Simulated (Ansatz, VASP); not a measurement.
# Cross-check of CeZnS3 between VASP and Ansatz, part 3 of 3

One calculation is typed for both programs; each brings its own data sets. How far apart do they land? The cell is generated by rule, not measured, and may not be a known phase. The cell is taken from a series of runs on this material, whose earlier steps may have relaxed, scaled, displaced or heated it; both programs get it as it stands.

VASP 6.6.1 and Ansatz 0.2.0.

So far: Set-up; VASP: relaxation of cell and atoms, PBEsol, pair 1; Ansatz: relaxation of cell and atoms, PBEsol, pair 1; Comparison; Ansatz: relaxation of cell and atoms, PBEsol, pair 2; VASP: relaxation of cell and atoms, PBEsol, pair 2.

## 8. Ansatz: relaxation of cell and atoms, PBEsol, pair 3

Level of this step: Ansatz beside VASP: Kohn-Sham DFT, plane waves, PBEsol (Ansatz).

The relaxed volume is the usual yardstick between codes: in a stiff, nearly cubic crystal its relative difference is about their pressure difference at one cell divided by the bulk modulus.

The cell is taken from a series of runs on this material, whose earlier steps may have relaxed, scaled, displaced or heated it; both programs get it as it stands.

input.yaml

```yaml
crystal:
  lattice:
    - [-3.571152991, 3.571152991, 4.9391703652]
    - [3.571152991, -3.571152991, 4.9391703652]
    - [3.571152991, 3.571152991, -4.9391703652]
  atoms:
    - { symbol: Zn, position: [0.75, 0.25, 0.5] }
    - { symbol: Zn, position: [0.25, 0.75, 0.5] }
    - { symbol: Ce, position: [0.5, 0.5, 0.0] }
    - { symbol: Ce, position: [0.0, 0.0, 0.0] }
    - { symbol: S, position: [0.3516717696, 0.1483282304, 0.5] }
    - { symbol: S, position: [0.6483282304, 0.8516717696, 0.5] }
    - { symbol: S, position: [0.75, 0.75, 0.0] }
    - { symbol: S, position: [0.25, 0.25, 0.0] }
    - { symbol: S, position: [0.8516717696, 0.3516717696, 0.2033435391] }
    - { symbol: S, position: [0.1483282304, 0.6483282304, 0.7966564609] }
kpoints:
  mp_grid: { grid: [8, 8, 8] }
hamiltonian:
  xc: pbesol
  pseudopotentials: { kind: paw, azcp: { folder: soft_1 }, xc_functional: pbe }
scf:
  occupations: { method: methfessel_paxton, width: 0.2 }
output:
  forces: true
  stress: true
  eigenvalues: true
relax:
  adjacent_minimum: "off"
  f_tol: 0.001
  max_steps: 60
  cell: { stress_tol: 0.01 }
```

The run is started by

```sh
$ ansatz run input.yaml --threads 8 --pin off --max-ram 16384MiB --backend cpu --events-out ev --progress --plain --runs-dir out
```

Numbers of over 12 decimals in the logs are rounded to 6 here.

Output:

```text
[...]
Crystal: 10 atoms, lattice volume = 251.960 Å³
Basis set: ecut = 420 eV, 4901 PW (Γ), exchange–correlation on 96×96×96 points (8 copies of the dense FFT grid, shifted against one another)
Bands: 61, of which v1, the nominal top of the filled ones, is band 42 counted from 1 (41 counted from 0)
Symmetry: 16 space group operations
[...]
k-points: 59 of 512
[...]
- { symbol: Ce, position: [0.5, 0.5, 0.0] }
    - { symbol: Ce, position: [0.0, 0.0, 0.0] }
    - { symbol: S, position: [0.351672, 0.148328230425, 0.5] }
    - { symbol: S, position: [0.648328, 0.851672, 0.5] }
    - { symbol: S, position: [0.75, 0.75, 0.0] }
    - { symbol: S, position: [0.25, 0.25, 0.0] }
    - { symbol: S, position: [0.851671769575, 0.351671769575, 0.203344] }
    - { symbol: S, position: [0.148328230425, 0.648328230425, 0.79665646085] }
[key lines of the parts left out:]
SCF converged after 8 iterations
Free energy (F): -24847.516189 eV
Fermi energy:    5.754357 eV
P = ⅓ Tr σ = 0.0014 GPa (0.014 kbar)
```

## 9. VASP: relaxation of cell and atoms, PBEsol, pair 3

The same cell, functional, mesh and smearing now go to VASP, with its own data sets.

INCAR

```
SYSTEM = CeZnS3
PREC = Accurate
ENCUT = 500
EDIFF = 1E-07
NELM = 200
ISMEAR = 1
SIGMA = 0.2
LREAL = .FALSE.
ALGO = Normal
GGA = PS
NBANDS = 52
LASPH = .TRUE.
LORBIT = 11
LWAVE = .FALSE.
LCHARG = .FALSE.
ISIF = 3
IBRION = 2
NSW = 80
EDIFFG = -0.005
GGA_COMPAT = .FALSE.
NELMIN = 4
LMAXMIX = 6
KPAR = 2
```

POSCAR

```
CeZnS3
1.0
   -3.5711530000      3.5711530000      4.9391700000
    3.5711530000     -3.5711530000      4.9391700000
    3.5711530000      3.5711530000     -4.9391700000
Zn Ce S
2 2 6
Direct
    0.7500000000      0.2500000000      0.5000000000
    0.2500000000      0.7500000000      0.5000000000
    0.5000000000      0.5000000000      0.0000000000
    0.0000000000      0.0000000000      0.0000000000
    0.3516717150      0.1483282850      0.5000000000
    0.6483282850      0.8516717150      0.5000000000
    0.7500001012      0.7500001012      0.0000000000
    0.2500000000      0.2500000000      0.0000000000
    0.8516717150      0.3516717150      0.2033434300
    0.1483282850      0.6483282850      0.7966565700
```

KPOINTS

```
Automatic mesh
0
Gamma
8 8 8
0 0 0
```

PAW data sets: Zn, Ce and S (PBE family, release 64).

The run is started by

```sh
$ mpirun -np 2 vasp_std
```

Output:

```text
[... set-up lines as in an earlier step ...]
 entering main loop
       N       E                     dE             d eps       ncg     rms          rms(c)
DAV:   1     0.759801814821E+03    0.75980E+03   -0.34535E+04  6136   0.171E+03
DAV:   2     0.146638030299E+03   -0.61316E+03   -0.57200E+03  6724   0.375E+02
DAV:   3    -0.319068996744E+02   -0.17854E+03   -0.16933E+03  7608   0.180E+02
DAV:   4    -0.532482477651E+02   -0.21341E+02   -0.20528E+02  8036   0.587E+01
[...]
DAV:  25    -0.488648573412E+02    0.18009E-06   -0.10680E-06  8148   0.359E-03    0.157E-03
DAV:  26    -0.488648572326E+02    0.10854E-06   -0.35694E-07  6144   0.296E-03    0.621E-04
DAV:  27    -0.488648572433E+02   -0.10649E-07   -0.35793E-08  4236   0.153E-03
   1 F= -.48864857E+02 E0= -.48869275E+02  d E =-.488649E+02
[...]
N       E                     dE             d eps       ncg     rms          rms(c)
DAV:   1    -0.488685973335E+02   -0.37401E-02   -0.63317E-02  8252   0.168E+00    0.643E-01
[...]
DAV:  11    -0.488649413937E+02    0.11331E-07   -0.19845E-08  3728   0.960E-04
   2 F= -.48864941E+02 E0= -.48869398E+02  d E =-.841504E-04
 trial-energy change:   -0.000084  1 .order   -0.000084   -0.000280    0.000113
 step:   0.7131(harm=  0.7131)  dis= 0.00013  next Energy=   -48.864957 (dE=-0.100E-03)
[...]
N       E                     dE             d eps       ncg     rms          rms(c)
DAV:   1    -0.488652617454E+02   -0.32034E-03   -0.52207E-03  8248   0.481E-01    0.186E-01
DAV:   2    -0.488656222834E+02   -0.36054E-03   -0.10302E-02  8800   0.519E-01    0.255E-01
DAV:   3    -0.488649859698E+02    0.63631E-03   -0.63542E-03  8744   0.337E-01    0.669E-02
DAV:   4    -0.488649650758E+02    0.20894E-04   -0.16292E-04  8116   0.577E-02    0.238E-02
DAV:   5    -0.488649604363E+02    0.46395E-05   -0.22102E-05  9456   0.206E-02    0.134E-02
DAV:   6    -0.488649583462E+02    0.20901E-05   -0.19091E-06  9004   0.854E-03    0.813E-03
DAV:   7    -0.488649576024E+02    0.74373E-06   -0.21411E-06  8664   0.596E-03    0.239E-03
DAV:   8    -0.488649575252E+02    0.77270E-07   -0.23669E-07  5728   0.288E-03
   3 F= -.48864958E+02 E0= -.48869404E+02  d E =-.100282E-03
[...]
reached required accuracy - stopping structural energy minimisation
```

OUTCAR, selected parts (step 9):

```text
  Total       -0.0202234     -0.0202234      0.0431524      0.0000000      0.0000000      0.0000000
  in kB       -0.1287807     -0.1287807      0.2747911      0.0000000      0.0000000      0.0000000
  external PRESSURE =       0.0057432 kB  Pullay stress =       0.0000000 kB

 POSITION                                       TOTAL-FORCE (eV/Angst)
 -----------------------------------------------------------------------------------
      0.00000      3.56945      2.46843         0.000000      0.000000      0.000000
      3.56945      0.00000      2.46843        -0.000000     -0.000000      0.000000
      0.00000      0.00000      4.93686         0.000000      0.000000     -0.000000
      0.00000      0.00000      0.00000        -0.000000     -0.000000     -0.000000
      1.05903      2.51042      0.00000         0.001472     -0.001472     -0.000000
      2.51042      1.05903      4.93686        -0.001472      0.001472     -0.000000
      0.00000      0.00000      7.40530         0.000000     -0.000000      0.000000
      0.00000      0.00000      2.46843        -0.000000     -0.000000     -0.000000
     -1.05903      2.51042      4.93686        -0.001472     -0.001472     -0.000000
      4.62847      1.05903     -0.00000         0.001472      0.001472      0.000000
 -----------------------------------------------------------------------------------
    total drift:                               -0.000000     -0.000000     -0.000295

  FREE ENERGIE OF THE ION-ELECTRON SYSTEM (eV)
  ---------------------------------------------------
  free  energy   TOTEN  =       -48.8649575252 eV

  energy  without entropy=      -48.8782955277  energy(sigma->0) =      -48.86940353

[... 1 part as in an earlier step ...]

[... 3 further parts left out ...]
[key lines of the parts left out:]
E-fermi :   2.8758
```

## 10. Differences

Compared:

| quantity | Ansatz | VASP | difference |
| --- | --- | --- | --- |
| volume (Å³) | 251.96 | 251.60 | +0.14 % |
| edge a after relaxation, in the typed setting (Å) | 7.064 | 7.061 | +0.05 % |

## 11. What came out

| Property | Result |
| --- | --- |
| difference in volume (relaxation of cell and atoms, PBEsol, pair 1) | 0.15 % |
| difference in volume (relaxation of cell and atoms, PBEsol, pair 2) | 0.15 % |
| difference in volume (relaxation of cell and atoms, PBEsol, pair 3) | 0.14 % |

In words: The difference in volume is 0.15 % (relaxation of cell and atoms, PBEsol, pair 1), within the 1.2 % picked in this series as the mark of a large difference, as far as the stopping tolerances let one tell. 1 further run of this series is not shown here. How closely two codes agree says nothing of how well the functional describes the real material.

[Lines on the potential files, build, host, timing and source positions are cut from VASP's logs without a mark.]

[Logs are printed without paths, hosts, clocks, repeated set-up lines and the standing remarks that a program may print on its own settings, such as how far it seeks lower states.]

[Hosts, paths, dates, database ids (printed as entryN), source tags and the programs' standing remarks are cut or masked in the printed files.]
